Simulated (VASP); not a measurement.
Consider the following.

```xyz
4
Lattice="3.8294 0.0000 0.0000 -1.9147 3.3164 0.0000 0.0000 0.0000 6.3223" Properties=species:S:1:pos:R:3 pbc="T T T"
Si     0.0000     2.2109     0.3970
Si     1.9147     1.1055     5.9253
Si     1.9147     1.1055     3.5582
Si     0.0000     2.2109     2.7642
```

These are PBEsol GGA, VASP's PBE PAW potentials (set 64) (plane waves; VASP 6.6.1) values and carry that method's errors. Settings: 530 eV cut-off, 6×6×3 Γ-centred mesh, Gaussian smearing of 0.050 eV, potentials Si.

Q: Give the elastic stiffness tensor with the ions relaxed (GPa, in the frame of the cell).

A: 
```json
[
 {"": "xx", "xx": "186", "yy": "55.3", "zz": "37.5", "yz": "0.0", "xz": "0.0", "xy": "0.0"},
 {"": "yy", "xx": "55.3", "yy": "186", "zz": "37.5", "yz": "0.0", "xz": "0.0", "xy": "0.0"},
 {"": "zz", "xx": "37.5", "yy": "37.5", "zz": "213", "yz": "0.0", "xz": "0.0", "xy": "0.0"},
 {"": "yz", "xx": "0.0", "yy": "0.0", "zz": "0.0", "yz": "47.1", "xz": "0.0", "xy": "0.0"},
 {"": "xz", "xx": "0.0", "yy": "0.0", "zz": "0.0", "yz": "0.0", "xz": "47.1", "xy": "0.0"},
 {"": "xy", "xx": "0.0", "yy": "0.0", "zz": "0.0", "yz": "0.0", "xz": "0.0", "xy": "65.5"}
]
```

Q: Predict the Hill bulk modulus, Hill shear modulus, Young's modulus, Poisson's ratio.

A: 
The Hill bulk modulus is 94.0 GPa, the Hill shear modulus is 60.7 GPa and the Young's modulus comes out as 150 GPa. The Poisson's ratio is 0.234.

The structure comes from a computed database's Si entry (P6_3/mmc); how it stands against other phases isn't given here. It was relaxed first.
